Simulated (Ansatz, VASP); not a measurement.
# BN in two plane-wave programs

Wanted: the spread between two codes on one cell, functional and k mesh. The structure shown is the end of the Ansatz relaxation below. Other levels of theory on this material are compared in a session of their own.

Main program and level: Ansatz 0.2.0; plane waves, with VASP 6.6.1 beside it; PBE with D3(BJ).

## Step 1: The starting structure

The structure is hexagonal, space group P6_3/mmc (No. 194). The conventional cell has a = 2.508 Å, b = 2.508 Å, c = 6.867 Å, α = 90.00°, β = 90.00°, γ = 120.00°. Nearest to B lie 3 N at 1.45 Å. Nearest to N lie 3 B at 1.45 Å. Farther neighbours and most contacts between anions are not listed.

## Step 2: Ansatz: relaxation, PBE with D3(BJ)

Ansatz runs on its PAW soft_1 files.

This run makes the geometry at which the two programs are then compared.

input.yaml

```yaml
crystal:
  lattice:
    - [2.5233255853, 0.0, 0.0]
    - [-1.2616627927, 2.1852640589, 0.0]
    - [0.0, 0.0, 6.7841452475]
  atoms:
    - { symbol: B, position: [0.3333333333, 0.6666666667, 0.25] }
    - { symbol: B, position: [0.6666666667, 0.3333333333, 0.75] }
    - { symbol: "N", position: [0.3333333333, 0.6666666667, 0.75] }
    - { symbol: "N", position: [0.6666666667, 0.3333333333, 0.25] }
kpoints:
  mp_grid: { grid: [12, 12, 4] }
hamiltonian:
  xc: pbe
  dispersion: d3bj
  pseudopotentials: { kind: paw, azcp: { folder: soft_1 } }
scf:
  occupations: { method: fixed }
output:
  forces: true
  stress: true
  eigenvalues: true
relax:
  adjacent_minimum: "off"
  f_tol: 0.001
  max_steps: 60
  cell: { stress_tol: 0.01, fix: [volume] }
```

Launch:

```console
ansatz run input.yaml --threads 4 --pin off --max-ram 16384MiB --backend cpu --events-out ev --progress --plain --runs-dir out
```

Numbers of over 12 decimals in the logs are rounded to 6 here.

The log of the run:

```text
Engine: ansatz 0.2.0, x86_64-unknown-linux-gnu
Pseudopotentials: kind: paw
Pseudopotential: B, paw, valence charge 3, recommended cutoff 420 eV (normal), soft_1/B.paw.azcp
Pseudopotential: N, paw, valence charge 5, recommended cutoff 420 eV (normal), soft_1/N.paw.azcp
Functional definition: PBE
  parameter kappa = 0.804
  parameter beta = 0.066725
  exchange = pbe_x(kappa = kappa, mu = beta*pi^2/3)
  correlation = pbe_c(beta = beta)
Crystal: 4 atoms, lattice volume = 37.409 Å³
Basis set: ecut = 420 eV, 713 PW (Γ), exchange–correlation on 36×36×96 points (8 copies of the dense FFT grid, shifted against one another)
Bands: 12, of which v1, the nominal top of the filled ones, is band 8 counted from 1 (7 counted from 0)
Symmetry: 24 space group operations
Space group: P63/mmc (ITA 194), of the structure as read, at distance tolerance 3.3e-5 Å
k-points: 57 of 576
Non-local potential: B, projectors of the file, l = 0: 2, l = 1: 2, l = 2: 1
Non-local potential: N, projectors of the file, l = 0: 2, l = 1: 2, l = 2: 1
PAW form: soft (Blöchl's): semilocal exchange-correlation on the pseudo side does not see the compensation charge
PAW one-centre angular grid: B, 110 points (default); XC on 64 Gauss nodes
PAW one-centre angular grid: N, 110 points (default); XC on 64 Gauss nodes
Initial density: superposition of atomic densities (chi_scale 0.1, normalization cell, long waves kept (reshape's long-wave potential 0.01 eV rms))
Initial wavefunctions: pseudopotential atomic-orbital guess
Functional: x = pbe(κ = 0.804, μ = 0.219515), c = pbe(β = 0.066725)
SCF iter   1: F=—  HF=-1087.920082 eV  |F-HF|=—  |Δ(HF+E_count)|=         —  Δρ=1.41e-1  dr2=7.36e0  ethr=3.10e-3  ⟨swp⟩=4.9  Hψ=3631  notcnv=0  defer=91
preconditioner: auto → none  [insulator: Δε(μ)=5.765 eV  Ē_g=16.770 eV  n_scr=4 (ndim 8)  ℏωp=24.3 eV  f_vac=0.000  ε∞_Penn≈3.1]
SCF iter   2: F=—  HF=-1085.632383 eV  |F-HF|=—  |Δ(HF+E_count)|=    2.29e0  Δρ=6.84e-2  dr2=9.58e-1  ethr=3.10e-3  ⟨swp⟩=3.1  Hψ=1946  notcnv=0  defer=111
SCF iter   3: F=—  HF=-1085.385181 eV  |F-HF|=—  |Δ(HF+E_count)|=   2.47e-1  Δρ=2.28e-2  dr2=1.11e-1  ethr=3.10e-3  ⟨swp⟩=2.4  Hψ=1439  notcnv=0  defer=109
SCF iter   4: F=—  HF=-1085.372789 eV  |F-HF|=—  |Δ(HF+E_count)|=   1.24e-2  Δρ=7.79e-3  dr2=1.24e-2  ethr=6.91e-4  ⟨swp⟩=2.2  Hψ=1049  notcnv=0  defer=114
SCF iter   5: F=—  HF=-1085.372845 eV  |F-HF|=—  |Δ(HF+E_count)|=   5.64e-5  Δρ=1.06e-3  dr2=1.95e-4  ethr=7.76e-5  ⟨swp⟩=2.8  Hψ=1212  notcnv=0  defer=114
SCF iter   6: F=—  HF=-1085.372922 eV  |F-HF|=—  |Δ(HF+E_count)|=   7.68e-5  Δρ=1.20e-4  dr2=3.65e-6  ethr=1.22e-6  ⟨swp⟩=2.5  Hψ=1174  notcnv=0  defer=107
SCF iter   7: F=—  HF=-1085.372872 eV  |F-HF|=—  |Δ(HF+E_count)|=   4.98e-5  Δρ=8.36e-6  dr2=1.72e-8  ethr=6.25e-10  ⟨swp⟩=5.6  Hψ=4348  notcnv=0
SCF iter   8: F=-1085.372872 eV  HF=-1085.372872 eV  |F-HF|=7.82e-11  |Δ(HF+E_count)|=   8.97e-9  Δρ=6.15e-7  dr2=9.36e-11  ethr=1.08e-10  ⟨swp⟩=2.0  Hψ=2366  notcnv=0
SCF 1 converged in 8 iterations: F = -1085.372872 eV  dr2 = 9.36e-11
  greatest PAW one-centre occupation: 0.797 electrons in one spin orbital (limit 2), on the N atom at site 3 (counted from 0), in its partial waves of l = 0
relax step   1: F+E_penalty+E_count = -1085.37287236 eV  Δ(F+E_penalty+E_count) = +0.000e0 eV  max|allowed force component| = 6.268e-16 eV/Å  Δτ_max = 0.0000 Å  P = -4.917 GPa  Ω = 37.409 Å³  fix = [volume]  reactions: volume -4.917 GPa  (8 SCF iters, dr2 threshold 1.00e-7 eV, accepted)
[...]
relax step   5: F+E_penalty+E_count = -1085.38207733 eV  Δ(F+E_penalty+E_count) = -2.845e-4 eV  max|allowed force component| = 1.184e-15 eV/Å  Δτ_max = 0.0000 Å  P = -0.939 GPa  Ω = 37.409 Å³  fix = [volume]  reactions: volume -0.939 GPa  stress off target by 7.23e-2 GPa on what of the cell is left free  SCF on the basis re-selected at this cell (its energy is not comparable with the rows above)  (6 SCF iters)
[...]
relax step   6: F+E_penalty+E_count = -1085.38207786 eV  Δ(F+E_penalty+E_count) = -5.293e-7 eV  max|allowed force component| = 4.210e-16 eV/Å  Δτ_max = 0.0000 Å  P = -0.894 GPa  Ω = 37.409 Å³  energy of the carried Pulay correction = -1.701e-6 eV  fix = [volume]  reactions: volume -0.894 GPa  (3 SCF iters, dr2 threshold 1.31e-8 eV, accepted)
[...]
relax step   7: F+E_penalty+E_count = -1085.38207732 eV  Δ(F+E_penalty+E_count) = +5.416e-7 eV  max|allowed force component| = 1.184e-15 eV/Å  Δτ_max = 0.0000 Å  P = -0.872 GPa  Ω = 37.409 Å³  energy of the carried Pulay correction = -2.515e-6 eV  fix = [volume]  reactions: volume -0.872 GPa  (4 SCF iters, dr2 threshold 1.42e-9 eV, accepted)
[...]
relax step   8: F+E_penalty+E_count = -1085.38207481 eV  Δ(F+E_penalty+E_count) = +2.513e-6 eV  max|allowed force component| = 8.905e-16 eV/Å  Δτ_max = 0.0000 Å  P = -0.872 GPa  Ω = 37.409 Å³  fix = [volume]  reactions: volume -0.872 GPa  stress off target by 1.39e-3 GPa on what of the cell is left free  SCF on the basis re-selected at this cell (its energy is not comparable with the rows above)  (5 SCF iters)
basis re-selected at this cell: Δ(F+E_penalty+E_count) = +2.513e-6 eV, ΔP = -0.000 GPa vs the last step (what re-selecting the basis moved, of the pressure what is left beyond the Pulay correction that the steps carried, after the strain that the cell walked since its last selection, with what the two solves' SCF thresholds leave and, on support functions, any second-order correction that the steps lacked; it is no m [...]
SCF converged after 5 iterations
Free energy (F): -1085.382075 eV
Harris-Foulkes:  -1085.382075 eV  (|F-HF|=1.36e-12)
Internal energy: -1085.382075 eV  (E = F + TS)
E sigma→0 (E₀):  -1085.382075 eV
Fermi energy:    4.364512 eV
--- Per-component energies (eV) ---
  E_band       = -43.889608
  E_kinetic    = 362.350313
  E_local      = -693.158227  (includes V_loc(G=0)·N_el)
  E_nonlocal   = 86.142800
  E_hartree    = 237.508999
  E_xc         = -183.854235
  E_vxc        = -226.742614  (∫ρ·V_xc dr)
  E_paw        = -414.006656  (= ΣΔE_a)
  E_vpaw       = -47.501725  (= ΣTr[D̂ρ^β])
  E_aug_tail   = 0.001851  (compensation charges beyond the density's cutoff)
  E_ewald      = -479.826743
  E_disp       = -0.540176  (pairwise vdW)
  E_smearing   = -0.000000  (= −TS)
  E_closure    = 0.000000  (closes the sum)
  Σ components = -1085.382075   (vs F -1085.382075, Δ=0.00e0)
--- Forces (eV/Å), atoms counted from 1 ---
  atom   1  B     -0.00000000    -0.00000000     0.00000000
  atom   2  B      0.00000000     0.00000000     0.00000000
  atom   3  N     -0.00000000    -0.00000000     0.00000000
  atom   4  N      0.00000000     0.00000000     0.00000000
  max |Σ_I F_I| component: 7.40e-17 eV/Å
--- Stress (GPa, compression-positive) ---
       -0.873052      -0.000000       0.000000
       -0.000000      -0.873052       0.000000
        0.000000       0.000000      -0.870959
  P = ⅓ Tr σ = -0.8724 GPa (-8.724 kbar)
--- Band table (eV; the first three rows and the last of 57) ---
  k-point 0: bands = [... 4 lower, 3.0302, 3.0302, 3.0557, 3.0557, 9.4326, 14.2731, 15.9091, 15.9091]
  k-point 1: bands = [... 4 lower, 3.0337, 3.0337, 3.0519, 3.0519, 10.0650, 13.3531, 15.9225, 15.9225]
  k-point 2: bands = [... 4 lower, 3.0430, 3.0430, 3.0430, 3.0430, 11.6105, 11.6105, 15.9556, 15.9556]
  k-point 56: bands = [... 4 lower, -2.7789, -2.7789, 4.3645, 4.3645, 9.0026, 9.0026, 16.3863, 16.3863]
--- Relaxed structure (6 steps of the walk, 6 accepted, 2 SCFs on fresh bases) ---
  F+E_penalty+E_count = -1085.38207481 eV   max|allowed force component| = 8.905e-16 eV/Å   (the final SCF, on the basis selected at the relaxed cell)
  cell:  # Å, volume = 37.4087 Å³
    - [2.508086, 2.8693144504774683e-11, 0.0]
    - [-1.254043, 2.172066, 0.0]
    - [0.0, 0.0, 6.866840]
  atoms:
    - { symbol: B, position: [0.333333, 0.666667, 0.25] }
    - { symbol: B, position: [0.666667, 0.333333, 0.750000] }
    - { symbol: N, position: [0.333333, 0.666667, 0.750000] }
    - { symbol: N, position: [0.666667, 0.333333, 0.25] }
```

In the SCF lines HF is the Harris–Foulkes energy and dr2 the Hartree energy of the density residual, in eV; the loop may stop once dr2 is under the threshold and the program's other checks hold. Hψ counts applications of the Hamiltonian.

## Step 3: VASP: single point, PBE with D3(BJ)

The same cell, functional and mesh now go to VASP, with its own data sets.

Lines of VASP's logs that name or quote its potential files are left out, and so is its time.

INCAR

```
SYSTEM = BN
PREC = Accurate
ENCUT = 600
EDIFF = 1E-06
NELM = 120
ISMEAR = 0
SIGMA = 0.01
LREAL = .FALSE.
ALGO = Normal
GGA = PE
IVDW = 12
NBANDS = 14
LORBIT = 11
LWAVE = .FALSE.
LCHARG = .FALSE.
ISIF = 2
LASPH = .TRUE.
GGA_COMPAT = .FALSE.
EFERMI = MIDGAP
KPAR = 2
```

POSCAR

```
BN
1.0
    2.5080857795      0.0000000000      0.0000000000
   -1.2540428898      2.1720659999      0.0000000000
    0.0000000000      0.0000000000      6.8668403185
B N
2 2
Direct
    0.3333333334      0.6666666668      0.2500000000
    0.6666666668      0.3333333334      0.7500000000
    0.3333333334      0.6666666668      0.7500000000
    0.6666666668      0.3333333334      0.2500000000
```

KPOINTS

```
Automatic mesh
0
Gamma
12 12 4
0 0 0
```

The projector-augmented-wave data sets are B and N (PBE family, release 64).

Launch:

```console
mpirun -np 2 vasp_std
```

The log of the run:

```text
[banner, memory and clock lines left out]
running    2 mpi-ranks, on    1 nodes
 distrk:  each k-point on    1 cores,    2 groups
 distr:  one band on    1 cores,    1 groups

 POSCAR found type information on POSCAR B N
 POSCAR found :  2 types and       4 ions
 LDA part: xc-table for (Slater+PW92), standard interpolation
 POSCAR, INCAR and KPOINTS ok, starting setup
 FFT: planning ... GRIDC
 FFT: planning ... GRID_SOFT
 FFT: planning ... GRID
 WAVECAR not read
 entering main loop
       N       E                     dE             d eps       ncg     rms          rms(c)
DAV:   1     0.657854880015E+02    0.65785E+02   -0.87926E+03  1596   0.118E+03
DAV:   2    -0.341348475983E+02   -0.99920E+02   -0.90311E+02  2242   0.267E+02
DAV:   3    -0.387092670212E+02   -0.45744E+01   -0.45420E+01  2106   0.588E+01
DAV:   4    -0.387518458532E+02   -0.42579E-01   -0.42569E-01  1878   0.586E+00
DAV:   5    -0.387523767577E+02   -0.53090E-03   -0.53081E-03  2148   0.646E-01    0.112E+01
DAV:   6    -0.355423706926E+02    0.32100E+01   -0.64653E+00  1986   0.211E+01    0.501E+00
DAV:   7    -0.352621825961E+02    0.28019E+00   -0.53426E-01  1998   0.608E+00    0.312E+00
DAV:   8    -0.351837144292E+02    0.78468E-01   -0.28029E-01  1926   0.375E+00    0.469E-01
DAV:   9    -0.351791230084E+02    0.45914E-02   -0.17142E-02  1812   0.113E+00    0.192E-01
DAV:  10    -0.351801724988E+02   -0.10495E-02   -0.13272E-03  1770   0.300E-01    0.361E-02
DAV:  11    -0.351802986635E+02   -0.12616E-03   -0.13654E-04  1932   0.106E-01    0.258E-02
DAV:  12    -0.351803040013E+02   -0.53378E-05   -0.32015E-05  1716   0.457E-02    0.401E-03
DAV:  13    -0.351803041326E+02   -0.13126E-06   -0.12493E-06  1662   0.906E-03
   1 F= -.35720390E+02 E0= -.35720390E+02  d E =0.000000E+00
```

OUTCAR, selected parts (step 3):

```text
ion  position               nearest neighbor table
   1  0.333  0.667  0.250-   4 1.45   4 1.45   4 1.45
   2  0.667  0.333  0.750-   3 1.45   3 1.45   3 1.45
   3  0.333  0.667  0.750-   2 1.45   2 1.45   2 1.45
   4  0.667  0.333  0.250-   1 1.45   1 1.45   1 1.45

  LATTYP: Found a hexagonal cell.
 ALAT       =     2.5080857795
 C/A-ratio  =     2.7378809667

 Subroutine GETGRP returns: Found 24 space group operations
 (whereof 12 operations were pure point group operations)

The static configuration has the point symmetry D_3d.
 The point group associated with its full space group is D_6h.

 Found     57 irreducible k-points:

   k-points           NKPTS =     57   k-points in BZ     NKDIM =     57   number of bands    NBANDS=     14

   dimension x,y,z NGX =    20 NGY =   20 NGZ =   56
   dimension x,y,z NGXF=    40 NGYF=   40 NGZF=  112

   ENCUT  =  600.0 eV  44.10 Ry    6.64 a.u.   5.01  5.01 13.71*2*pi/ulx,y,z

   NELECT =      16.0000    total number of electrons

 k-points in reciprocal lattice and weights: Automatic mesh
   0.00000000  0.00000000  0.00000000       0.002
   0.08333333  0.00000000  0.00000000       0.010
   0.16666667  0.00000000  0.00000000       0.010
   0.25000000  0.00000000  0.00000000       0.010
   0.33333333  0.00000000  0.00000000       0.010
   0.41666667  0.00000000  0.00000000       0.010
   0.50000000  0.00000000  0.00000000       0.005
   0.08333333  0.08333333  0.00000000       0.010
   0.16666667  0.08333333  0.00000000       0.021
[...]
0.33333333  0.25000000  0.50000000       0.021
   0.33333333  0.33333333  0.50000000       0.003

 average (electrostatic) potential at core
       1 -29.2854       2 -29.2854       3 -65.1848       4 -65.1848

 E-fermi :   4.1472

 k-point     1 :       0.0000    0.0000    0.0000
  band No.  band energies     occupation
    ...
      4      -2.2585      2.00000
      5       0.6518      2.00000
      6       0.6518      2.00000
      7       0.6782      2.00000
      8       0.6782      2.00000
      9       7.0556      0.00000
     10      11.8963      0.00000
     11      13.5082      0.00000
     12      13.5082      0.00000
     13      13.6020      0.00000
    ...

 k-point     2 :       0.0833    0.0000    0.0000
  band No.  band energies     occupation
    ...
      4      -2.0902      2.00000
      5       0.0952      2.00000
      6       0.1162      2.00000
      7       0.3928      2.00000
      8       0.4224      2.00000
      9       7.3024      0.00000
     10      11.8391      0.00000
     11      13.3275      0.00000
     12      13.5128      0.00000
     13      14.0988      0.00000
    ...

 k-point     3 :       0.1667    0.0000    0.0000
  band No.  band energies     occupation
    ...
      4      -1.5948      2.00000
      5      -1.3156      2.00000
      6      -1.2903      2.00000
      7      -0.2368      2.00000
      8      -0.2012      2.00000
      9       7.9547      0.00000
     10      11.5354      0.00000
     11      12.9268      0.00000
     12      13.0951      0.00000
     13      13.4068      0.00000
    ...

 Edisp (eV)   -0.54009

  Total      -0.14666    -0.14666    -0.25649     0.00000     0.00000     0.00000
  in kB      -6.28116    -6.28116   -10.98536     0.00000     0.00000     0.00000
  external pressure =       -7.85 kB  Pullay stress =        0.00 kB

  energy-cutoff  :      600.00
  volume of cell :       37.41
      direct lattice vectors                 reciprocal lattice vectors
     2.508085780  0.000000000  0.000000000     0.398710446  0.230195583  0.000000000
    -1.254042890  2.172066000  0.000000000     0.000000000  0.460391167  0.000000000
     0.000000000  0.000000000  6.866840319     0.000000000  0.000000000  0.145627385

 POSITION                                       TOTAL-FORCE (eV/Angst)
 -----------------------------------------------------------------------------------
     -0.00000      1.44804      1.71671        -0.000000      0.000000      0.000000
      1.25404      0.72402      5.15013         0.000000     -0.000000      0.000000
     -0.00000      1.44804      5.15013         0.000000     -0.000000     -0.000000
      1.25404      0.72402      1.71671        -0.000000     -0.000000     -0.000000
 -----------------------------------------------------------------------------------
    total drift:                               -0.000000     -0.000000      0.000000

  FREE ENERGIE OF THE ION-ELECTRON SYSTEM (eV)
  ---------------------------------------------------
  free  energy   TOTEN  =       -35.7203895187 eV

  energy  without entropy=      -35.7203895187  energy(sigma->0) =      -35.72038952

 total charge
# of ion       s       p       d       tot
------------------------------------------
    1        0.743   1.420   0.000   2.162
    2        0.743   1.420   0.000   2.162
    3        1.222   2.784   0.000   4.006
    4        1.222   2.784   0.000   4.006
--------------------------------------------------
tot          3.929   8.407   0.000  12.336

[... 3 further parts left out ...]
```

The run ends at a pressure of -0.78 GPa.

## Step 4: Comparison

Known differences besides the potentials themselves: fixed occupations in Ansatz, narrow Gaussian smearing in VASP; the cutoff is 420 eV in Ansatz and 600 eV in VASP; Ansatz's pressure holds a Pulay correction, VASP's none. Total energies have different zeros and are not compared.

Both answers:

```tsv
quantity	Ansatz	VASP	difference
pressure (GPa)	-0.87	-0.78	-0.09
gap on the k mesh (eV)	4.321	4.318	+0.003
```

A gap on the mesh is an upper bound, since the band edges may lie between its points.

## Step 5: Summary of results

| Item | Value |
| --- | --- |
| difference in gap on the k mesh (single point, PBE with D3(BJ)) | 0.0030 eV |

What this shows: The difference in gap on the k mesh is 0.0030 eV (single point, PBE with D3(BJ)), within the 0.08 eV picked in this series as the mark of a large difference. 4 further pairs of this series are not shown here. Such differences can come from data sets, numerical settings and the points named under the comparisons, not from the functional's error against experiment.

[Lines on the potential files, build, host, timing and source positions are cut from VASP's logs without a mark.]

[Logs are printed without paths, hosts, clocks, repeated set-up lines and the standing remarks that a program may print on its own settings, such as how far it seeks lower states.]

[Hosts, paths, dates, database ids (printed as entryN), source tags and the programs' standing remarks are cut or masked in the printed files.]
